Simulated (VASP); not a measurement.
## HfB: relaxation of cell and atoms with PBE

HfB:

```xyz
2
Lattice="0.0000 2.3100 2.3100 2.3100 0.0000 2.3100 2.3100 2.3100 0.0000" Properties=species:S:1:pos:R:3 pbc="T T T"
Hf    2.3100    2.3100    2.3100
B     0.0000    0.0000    0.0000
```

```
Program                : VASP 6.6.1
Task                   : relaxation of cell and atoms
Functional             : PBE
Potentials or basis    : VASP PAW PBE potentials, release 64 (Hf_pv, B)
Cutoff                 : 600 eV
k mesh                 : 10 × 10 × 10
Occupations            : fermi-dirac, width 0.05 eV
Spin                   : no spin polarisation
Further INCAR settings : ALGO = Normal; EDIFF = 1e-07; IBRION = 2; EDIFFG = -0.005; NSW = 40; ISIF = 3
```

```
Relaxed volume                         : 14.13 Å³/atom
Relaxed cell                           : a = 3.419 Å, b = 3.419 Å, c = 3.419 Å, α = 60.00°, β = 60.00°, γ = 60.00°
Space group after relaxing (to 0.05 Å) : Fm-3m (No. 225)
Energy gained by relaxing              : 153.9 meV/atom
Ionic steps                            : 17
Pressure after relaxing                : 0.0 GPa
Band gap on the k mesh                 : none (metal or under the smearing width)
```

Step by step:
| step | energy change (eV) | largest force (eV/Å) | pressure (GPa) | volume (Å³) |
| --- | --- | --- | --- | --- |
| 1 | 0.0000 | 0.0000 | 30.49 | 24.65 |
| 2 | 0.1519 | 0.0000 | -22.12 | 34.00 |
| 3 | -0.3074 | 0.0000 | -0.94 | 28.43 |
| 4 | -0.3078 | 0.0000 | -0.13 | 28.29 |
| 5 | -0.3078 | 0.0000 | 0.33 | 28.22 |
| 6 | -0.3078 | 0.0000 | 0.33 | 28.22 |
| 7 | -0.3078 | 0.0000 | 0.30 | 28.22 |
| 8 | -0.3078 | 0.0000 | 0.30 | 28.22 |
| 9 | -0.3078 | 0.0000 | 0.30 | 28.22 |
| 10 | -0.3078 | 0.0000 | 0.30 | 28.22 |
| 11 | -0.3078 | 0.0000 | 0.30 | 28.22 |
| 12 | -0.3078 | 0.0000 | 0.30 | 28.22 |
| 13 | -0.3078 | 0.0000 | 0.30 | 28.23 |
| 14 | -0.3078 | 0.0000 | 0.27 | 28.23 |
| 15 | -0.3078 | 0.0000 | 0.24 | 28.23 |
| 16 | -0.3078 | 0.0000 | 0.17 | 28.24 |
| 17 | -0.3078 | 0.0000 | 0.05 | 28.27 |

Final structure:
```
Hf B
1.0
     0.00000    2.41773    2.41773
     2.41773    0.00000    2.41773
     2.41773    2.41773    0.00000
Hf B
1 1
Cartesian
  2.4177 2.4177 2.4177
  0.0000 0.0000 0.0000
```

Levels at points of the mesh, in eV from the Fermi level:
```csv
k point,band 5,band 6,band 7,band 8,band 9,band 10
"(0.00, 0.00, 0.00)",2.07,2.07,2.07,3.59,3.59,3.59
"(0.50, 0.00, 0.00)",-4.46,-1.12,-1.12,5.67,5.67,6.49
"(0.50, 0.50, 0.00)",-1.23,-0.76,1.96,1.96,5.41,6.79
```

Wall time 91 s on 1 thread of Intel(R) Xeon(R) Platinum 8488C (Sapphire Rapids), on a shared host, peak memory 0.17 GiB.

The run has no spin-orbit coupling, so splittings on Hf are missing. Zero-point motion and thermal expansion aren't in these numbers.
